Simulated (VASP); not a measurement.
All values below come from r2SCAN meta-GGA, VASP's PBE PAW potentials (set 64) (plane waves; VASP 6.6.1).

VASP input:

### KPOINTS
```
Automatic mesh
0
Gamma
6 6 5
0 0 0
```

### INCAR
```
ALGO = Normal
EDIFF = 1E-7
EDIFFG = -0.01
ENCUT = 520
IBRION = 2
ISIF = 4
ISMEAR = 0
LASPH = T
LCHARG = F
LMAXMIX = 4
LMIXTAU = T
LREAL = F
LWAVE = F
METAGGA = R2SCAN
NELM = 100
NSW = 30
PREC = Accurate
SIGMA = 0.05
SYSTEM = Se
```

POSCAR:
```
Se
1
    2.2745200758    -3.9395843188     0.0000000000
    2.2745200758     3.9395843188     0.0000000000
    0.0000000000     0.0000000000     5.0373027462
Se
3
Direct
  0.0000000000   0.2172750145   0.6666670000
  0.7827249855   0.7827249855   0.0000000000
  0.2172750145   0.0000000000   0.3333330000
```

POTCAR, in this order: Se (PBE.64 set). Program: vasp_std.

The resulting files:

OSZICAR:
```
       N       E                     dE             d eps       ncg     rms          rms(c)
DAV:   1     0.564498709530E+02    0.56450E+02   -0.72564E+03   702   0.116E+03
DAV:   2    -0.395336777480E+02   -0.95984E+02   -0.91757E+02   924   0.178E+02
DAV:   3    -0.464350960133E+02   -0.69014E+01   -0.68621E+01   842   0.558E+01
DAV:   4    -0.464996174100E+02   -0.64521E-01   -0.64485E-01   817   0.639E+00
DAV:   5    -0.465001974149E+02   -0.58000E-03   -0.57998E-03   892   0.597E-01    0.665E+00
DAV:   6    -0.439248631190E+02    0.25753E+01   -0.33489E-01   702   0.563E+00    0.464E+00
DAV:   7    -0.413102591055E+02    0.26146E+01   -0.14987E+00   732   0.807E+00    0.171E+00
DAV:   8    -0.425133480468E+02   -0.12031E+01   -0.32957E-01   707   0.487E+00    0.594E-01
DAV:   9    -0.427742901004E+02   -0.26094E+00   -0.19945E-01   702   0.365E+00    0.366E-01
DAV:  10    -0.429117010806E+02   -0.13741E+00   -0.10714E-01   702   0.352E+00    0.111E-01
DAV:  11    -0.429146806886E+02   -0.29796E-02   -0.16728E-03   887   0.428E-01    0.700E-02
DAV:  12    -0.429163539519E+02   -0.16733E-02   -0.99257E-04   707   0.364E-01    0.256E-02
DAV:  13    -0.429161880056E+02    0.16595E-03   -0.47596E-04   722   0.275E-01    0.148E-02
DAV:  14    -0.429164010876E+02   -0.21308E-03   -0.33409E-05   807   0.683E-02    0.109E-02
DAV:  15    -0.429164958668E+02   -0.94779E-04   -0.22581E-05   737   0.515E-02    0.741E-03
DAV:  16    -0.429165650833E+02   -0.69217E-04   -0.56014E-05   702   0.921E-02    0.273E-03
DAV:  17    -0.429165693021E+02   -0.42188E-05   -0.63293E-06   712   0.282E-02    0.127E-03
DAV:  18    -0.429165713130E+02   -0.20109E-05   -0.71534E-07   807   0.974E-03    0.914E-04
DAV:  19    -0.429165710957E+02    0.21721E-06   -0.13500E-07   606   0.441E-03    0.249E-04
DAV:  20    -0.429165713667E+02   -0.27098E-06   -0.70571E-08   501   0.305E-03    0.239E-04
DAV:  21    -0.429165713495E+02    0.17254E-07   -0.44781E-09   366   0.906E-04
   1 F= -.42916571E+02 E0= -.42916571E+02  d E =-.429166E+02
       N       E                     dE             d eps       ncg     rms          rms(c)
DAV:   1    -0.429205312852E+02   -0.39599E-02   -0.78369E-01   702   0.552E+00    0.547E-01
DAV:   2    -0.429260498322E+02   -0.55185E-02   -0.35539E-02   847   0.132E+00    0.122E-01
DAV:   3    -0.429257700186E+02    0.27981E-03   -0.82368E-04   802   0.245E-01    0.717E-02
DAV:   4    -0.429257638114E+02    0.62071E-05   -0.72704E-04   707   0.237E-01    0.243E-02
DAV:   5    -0.429257181835E+02    0.45628E-04   -0.38440E-04   702   0.216E-01    0.105E-02
DAV:   6    -0.429259032854E+02   -0.18510E-03   -0.16120E-04   702   0.130E-01    0.860E-03
DAV:   7    -0.429259080031E+02   -0.47176E-05   -0.88124E-06   882   0.306E-02    0.180E-03
DAV:   8    -0.429259092737E+02   -0.12706E-05   -0.27619E-06   722   0.181E-02    0.178E-03
DAV:   9    -0.429259097946E+02   -0.52094E-06   -0.50065E-07   742   0.798E-03    0.630E-04
DAV:  10    -0.429259097863E+02    0.83336E-08   -0.46589E-08   431   0.251E-03
   2 F= -.42925910E+02 E0= -.42925910E+02  d E =-.933844E-02
       N       E                     dE             d eps       ncg     rms          rms(c)
DAV:   1    -0.429260024424E+02   -0.92648E-04   -0.47896E-02   702   0.136E+00    0.134E-01
DAV:   2    -0.429263385950E+02   -0.33615E-03   -0.21713E-03   847   0.326E-01    0.315E-02
DAV:   3    -0.429263215008E+02    0.17094E-04   -0.52854E-05   802   0.617E-02    0.182E-02
DAV:   4    -0.429263238080E+02   -0.23072E-05   -0.46047E-05   702   0.600E-02    0.627E-03
DAV:   5    -0.429263198861E+02    0.39219E-05   -0.24866E-05   702   0.549E-02    0.261E-03
DAV:   6    -0.429263322769E+02   -0.12391E-04   -0.10079E-05   712   0.326E-02    0.212E-03
DAV:   7    -0.429263323757E+02   -0.98789E-07   -0.55363E-07   877   0.772E-03
   3 F= -.42926332E+02 E0= -.42926332E+02  d E =-.976103E-02
       N       E                     dE             d eps       ncg     rms          rms(c)
DAV:   1    -0.429263275174E+02    0.47596E-05   -0.49799E-04   702   0.140E-01    0.138E-02
DAV:   2    -0.429263315222E+02   -0.40048E-05   -0.22944E-05   847   0.338E-02    0.319E-03
DAV:   3    -0.429263316346E+02   -0.11241E-06   -0.54345E-07   797   0.641E-03    0.187E-03
DAV:   4    -0.429263319183E+02   -0.28364E-06   -0.50044E-07   707   0.649E-03    0.594E-04
DAV:   5    -0.429263318434E+02    0.74845E-07   -0.25251E-07   486   0.586E-03
   4 F= -.42926332E+02 E0= -.42926332E+02  d E =-.976049E-02
       N       E                     dE             d eps       ncg     rms          rms(c)
DAV:   1    -0.429267955042E+02   -0.46359E-03   -0.16926E-02   702   0.801E-01    0.771E-02
DAV:   2    -0.429266361312E+02    0.15937E-03   -0.47963E-04   837   0.159E-01    0.391E-02
DAV:   3    -0.429266424730E+02   -0.63418E-05   -0.19269E-04   762   0.113E-01    0.155E-02
DAV:   4    -0.429266465061E+02   -0.40331E-05   -0.33278E-05   717   0.538E-02    0.716E-03
DAV:   5    -0.429266411949E+02    0.53111E-05   -0.25736E-05   702   0.554E-02    0.293E-03
DAV:   6    -0.429266502113E+02   -0.90163E-05   -0.12500E-05   702   0.361E-02    0.128E-03
DAV:   7    -0.429266500454E+02    0.16585E-06   -0.20394E-06   732   0.152E-02    0.925E-04
DAV:   8    -0.429266506083E+02   -0.56286E-06   -0.27326E-07   775   0.521E-03    0.437E-04
DAV:   9    -0.429266503328E+02    0.27542E-06   -0.29540E-08   406   0.176E-03    0.260E-04
DAV:  10    -0.429266505085E+02   -0.17563E-06   -0.10524E-08   351   0.969E-04    0.135E-04
DAV:  11    -0.429266504595E+02    0.48935E-07   -0.60804E-10   351   0.240E-04
   5 F= -.42926650E+02 E0= -.42926650E+02  d E =-.318616E-03
       N       E                     dE             d eps       ncg     rms          rms(c)
DAV:   1    -0.429270432135E+02   -0.39271E-03   -0.26958E-02   702   0.101E+00    0.971E-02
DAV:   2    -0.429267879844E+02    0.25523E-03   -0.76362E-04   837   0.200E-01    0.494E-02
DAV:   3    -0.429267987947E+02   -0.10810E-04   -0.30731E-04   762   0.142E-01    0.196E-02
DAV:   4    -0.429268041229E+02   -0.53283E-05   -0.53004E-05   727   0.679E-02    0.900E-03
DAV:   5    -0.429267973305E+02    0.67924E-05   -0.41107E-05   702   0.700E-02    0.367E-03
DAV:   6    -0.429268106041E+02   -0.13274E-04   -0.19957E-05   702   0.457E-02    0.161E-03
DAV:   7    -0.429268107396E+02   -0.13545E-06   -0.32711E-06   722   0.193E-02    0.116E-03
DAV:   8    -0.429268115242E+02   -0.78465E-06   -0.46020E-07   837   0.675E-03    0.565E-04
DAV:   9    -0.429268111939E+02    0.33029E-06   -0.45153E-08   501   0.229E-03    0.342E-04
DAV:  10    -0.429268114090E+02   -0.21505E-06   -0.15535E-08   351   0.118E-03    0.172E-04
DAV:  11    -0.429268113469E+02    0.62090E-07   -0.84409E-10   351   0.273E-04
   6 F= -.42926811E+02 E0= -.42926811E+02  d E =-.479503E-03
```

OUTCAR:
```
------------------------ aborting loop because EDIFF is reached ----------------------------------------
  FORCE on cell =-STRESS in cart. coord.  units (eV):
  Direction    XX          YY          ZZ          XY          YZ          ZX
  --------------------------------------------------------------------------------------
  Total       -0.1183355     -0.1183355     -0.1214464      0.0000000      0.0000000      0.0000000
  in kB       -2.1001848     -2.1001848     -2.1553962      0.0000000      0.0000000      0.0000000
  external PRESSURE =      -2.1185886 kB  Pullay stress =       0.0000000 kB
  volume of cell :       90.28
      direct lattice vectors                 reciprocal lattice vectors
     2.287476111 -3.962024830 -0.000000000     0.218581518 -0.126198099 -0.000000000
     2.287476111  3.962024830  0.000000000     0.218581518  0.126198099  0.000000000
     0.000000000 -0.000000000  4.980402787     0.000000000 -0.000000000  0.200786973
 POSITION                                       TOTAL-FORCE (eV/Angst)
 -----------------------------------------------------------------------------------
      2.77616     -3.11560      3.32027         0.003432      0.005945     -0.000000
      3.59758     -0.00000      4.98040        -0.006864      0.000000      0.000000
      2.77616      3.11560      1.66013         0.003432     -0.005945      0.000000
 -----------------------------------------------------------------------------------
    total drift:                               -0.000191     -0.000450      0.000006
  FREE ENERGIE OF THE ION-ELECTRON SYSTEM (eV)
  ---------------------------------------------------
  free  energy   TOTEN  =       -42.9268113469 eV

  energy  without entropy=      -42.9268113469  energy(sigma->0) =      -42.92681135

 reached required accuracy - stopping structural energy minimisation
```
(Selected blocks of OUTCAR.)

### CONTCAR
```
Se
   1.00000000000000
     2.2874761107600183   -3.9620248300820724   -0.0000000000000000
     2.2874761107600183    3.9620248300820724    0.0000000000000000
     0.0000000000000000   -0.0000000000000000    4.9804027872425536
  Se
     3
Direct
     0.9999999999999505    0.2136344379118236    0.6666669999999968
     0.7863655620882261    0.7863655620882261    1.0000000000000000
     0.2136344379118236    0.9999999999999505    0.3333330000000032
```

The compound is Se in the trig structure. This cell is one point of a volume scan, at 1.03 of the reference volume. Symmetry was kept, so distortions that lower it aren't found.
